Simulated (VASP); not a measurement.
Here is the system:

```
CrB
1.0
    1.44566    -3.88739     0.00000
    1.44566     3.88739     0.00000
    0.00000     0.00000     2.89361
Cr B
2 2
Direct
  0.85450   0.14550   0.25000
  0.14550   0.85450   0.75000
  0.56525   0.43475   0.25000
  0.43475   0.56525   0.75000
```

Calculation: PBEsol GGA, VASP's PBE PAW potentials (set 64) (plane waves; VASP 6.6.1). Settings: 520 eV cut-off, Gaussian smearing of 0.050 eV, potentials Cr_pv B.

Q: Predict the band gap (along the path) with the smallest direct gap where there is one.

A: 
```yaml
band gap (along the path): none (metal, semimetal or under 0.01 eV)
```

Total energies compare only between runs with the same potentials, cut-off and functional.

The compound is CrB in the sg63 structure. It was relaxed first, which changed the volume by -5 %. The run is not spin-polarised, so no magnetic state was tried.
